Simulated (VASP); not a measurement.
Consider the following.

```
CaF2
1.0
    0.00000     2.76693     2.76693
    2.76693     0.00000     2.76693
    2.76693     2.76693     0.00000
Ca F
1 2
Direct
  0.00000   0.00000   0.00000
  0.25000   0.25000   0.25000
  0.75000   0.75000   0.75000
```

Level of theory: PBEsol GGA, VASP's PBE PAW potentials (set 64) (plane waves; VASP). Numerical set-up: 520 eV cut-off, 7×7×7 Γ-centred mesh, Gaussian smearing of 0.050 eV, potentials Ca_sv F.

Task: Predict the energy per atom (σ→0), pressure.

Result: 
```
Item                            Value
---------------------  --------------
energy per atom (σ→0)  -5.957 eV/atom
pressure                   -45.0 kbar
```

The absolute energy has meaning only against runs of the same code, potentials and settings.

The compound is CaF2 in the fluorite structure. This cell is one point of a volume scan, at 1.06 of the reference volume.
